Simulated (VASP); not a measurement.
Calculation: SCAN meta-GGA, VASP's PBE PAW potentials (set 64) (plane waves; VASP).

VASP input:

INCAR:
```
SYSTEM  =  Lu
PREC  =  Accurate; ENCUT  =  520; LREAL  =  F
LASPH  =  T
EDIFF  =  1E-7; NELM  =  100; ALGO  =  Normal
LMAXMIX  =  6; LMIXTAU  =  T
ISMEAR  =  1; SIGMA  =  0.1
METAGGA  =  SCAN
IBRION  =  2; NSW  =  30; ISIF  =  4
EDIFFG  =  -0.01
LWAVE  =  F; LCHARG  =  F
```

**POSCAR**
```
Lu
1
    1.7669217698    -3.0603983640     0.0000000000
    1.7669217698     3.0603983640     0.0000000000
    0.0000000000     0.0000000000     5.4811359025
Lu
2
Direct
  0.3333330000   0.6666670000   0.2500000000
  0.6666670000   0.3333330000   0.7500000000
```

**KPOINTS**
```
Automatic mesh
0
Gamma
12 12 7
0 0 0
```

POTCAR, in this order: Lu_3 (PBE.64 set). Program: vasp_std.

Output of the run:

### OUTCAR
```
 ion  position               nearest neighbor table
   1  0.333  0.667  0.250-   2 3.42   2 3.42   2 3.42   2 3.42   2 3.42   2 3.42
   2  0.667  0.333  0.750-   1 3.42   1 3.42   1 3.42   1 3.42   1 3.42   1 3.42
  LATTYP: Found a hexagonal cell.
 ALAT       =     3.5338436138
 C/A-ratio  =     1.5510408783
 Subroutine PRICEL returns:
 Original cell was already a primitive cell.
 Subroutine GETGRP returns: Found 24 space group operations
The static configuration has the point symmetry D_3d.
 The point group associated with its full space group is D_6h.
The dynamic configuration has the point symmetry D_3d.
 Subroutine INISYM returns: Found 24 space group operations
 Subroutine IBZKPT returns following result:
 Found     76 irreducible k-points:

 Following reciprocal coordinates:
            Coordinates               Weight
  0.000000  0.000000  0.000000      1.000000
  0.083333  0.000000  0.000000      6.000000
  0.166667  0.000000  0.000000      6.000000
  0.250000 -0.000000  0.000000      6.000000
  0.333333  0.000000  0.000000      6.000000
  0.416667  0.000000  0.000000      6.000000
  0.500000 -0.000000  0.000000      3.000000
...
```

File OSZICAR:
```
       N       E                     dE             d eps       ncg     rms          rms(c)
DAV:   1    -0.553334761666E+02   -0.55333E+02   -0.88270E+03  3326   0.151E+03
DAV:   2    -0.110007701261E+03   -0.54674E+02   -0.53429E+02  3390   0.739E+02
DAV:   3    -0.112459761595E+03   -0.24521E+01   -0.23097E+01  3686   0.652E+01
DAV:   4    -0.112562459563E+03   -0.10270E+00   -0.88910E-01  3678   0.880E+00
DAV:   5    -0.112565997728E+03   -0.35382E-02   -0.35303E-02  3446   0.156E+00    0.288E+01
DAV:   6    -0.110916616128E+03    0.16494E+01   -0.11654E+00  2991   0.295E+01    0.149E+01
DAV:   7    -0.109670894209E+03    0.12457E+01   -0.41414E-01  3675   0.742E+00    0.103E+00
DAV:   8    -0.110710290113E+03   -0.10394E+01   -0.50384E-01  3262   0.735E+00    0.205E+00
DAV:   9    -0.110694963087E+03    0.15327E-01   -0.11877E-01  2872   0.526E+00    0.123E+00
DAV:  10    -0.110700424829E+03   -0.54617E-02   -0.67080E-03  3237   0.141E+00    0.455E-01
DAV:  11    -0.110699633196E+03    0.79163E-03   -0.21456E-02  2710   0.200E+00    0.531E-01
DAV:  12    -0.110700352814E+03   -0.71962E-03   -0.34598E-03  3189   0.932E-01    0.113E-01
DAV:  13    -0.110701518195E+03   -0.11654E-02   -0.44204E-03  2934   0.813E-01    0.153E-01
DAV:  14    -0.110701276996E+03    0.24120E-03   -0.56705E-04  2823   0.324E-01    0.160E-01
DAV:  15    -0.110701096768E+03    0.18023E-03   -0.43203E-04  3139   0.332E-01    0.244E-02
DAV:  16    -0.110701054916E+03    0.41852E-04   -0.38153E-04  2625   0.251E-01    0.371E-02
DAV:  17    -0.110701020817E+03    0.34099E-04   -0.30209E-05  3235   0.756E-02    0.181E-02
DAV:  18    -0.110700975087E+03    0.45730E-04   -0.70410E-05  3134   0.119E-01    0.365E-03
DAV:  19    -0.110700967751E+03    0.73366E-05   -0.67369E-06  3229   0.441E-02    0.804E-03
DAV:  20    -0.110700973065E+03   -0.53145E-05   -0.32609E-06  3139   0.233E-02    0.433E-03
DAV:  21    -0.110700967887E+03    0.51784E-05   -0.23627E-06  2731   0.200E-02    0.100E-03
DAV:  22    -0.110700968260E+03   -0.37353E-06   -0.65457E-08  1518   0.499E-03    0.723E-04
DAV:  23    -0.110700967690E+03    0.56968E-06   -0.26758E-08  1558   0.768E-03    0.261E-04
DAV:  24    -0.110700966707E+03    0.98377E-06   -0.23360E-08  1483   0.519E-03    0.204E-04
DAV:  25    -0.110700967317E+03   -0.60996E-06   -0.24148E-08  1468   0.756E-03    0.199E-04
DAV:  26    -0.110700967274E+03    0.42475E-07   -0.16384E-08  1453   0.632E-03
   1 F= -.11070097E+03 E0= -.11070101E+03  d E =-.110701E+03
```

**OUTCAR**
```
------------------------ aborting loop because EDIFF is reached ----------------------------------------
  FORCE on cell =-STRESS in cart. coord.  units (eV):
  Direction    XX          YY          ZZ          XY          YZ          ZX
  --------------------------------------------------------------------------------------
  Total       -0.9170620     -0.9170621     -0.9421705      0.0000000      0.0000000      0.0000000
  in kB      -24.7863988    -24.7864002    -25.4650318      0.0000000      0.0000000      0.0000000
  external PRESSURE =     -25.0126103 kB  Pullay stress =       0.0000000 kB
  volume of cell :       59.28
      direct lattice vectors                 reciprocal lattice vectors
     1.766921770 -3.060398364  0.000000000     0.282978006 -0.163377424  0.000000000
     1.766921770  3.060398364  0.000000000     0.282978006  0.163377424  0.000000000
     0.000000000  0.000000000  5.481135903     0.000000000  0.000000000  0.182443935
 POSITION                                       TOTAL-FORCE (eV/Angst)
 -----------------------------------------------------------------------------------
      1.76692      1.02013      1.37028         0.000000      0.000000      0.000000
      1.76692     -1.02013      4.11085        -0.000000     -0.000000      0.000000
 -----------------------------------------------------------------------------------
    total drift:                                0.000001      0.000069     -0.000012
  FREE ENERGIE OF THE ION-ELECTRON SYSTEM (eV)
  ---------------------------------------------------
  free  energy   TOTEN  =      -110.7009672741 eV

  energy  without entropy=     -110.7010973381  energy(sigma->0) =     -110.70101063

 reached required accuracy - stopping structural energy minimisation
```
(Selected blocks of OUTCAR.)

The compound is Lu in the hcp structure. This cell is one point of a volume scan, at 1.06 of the reference volume.
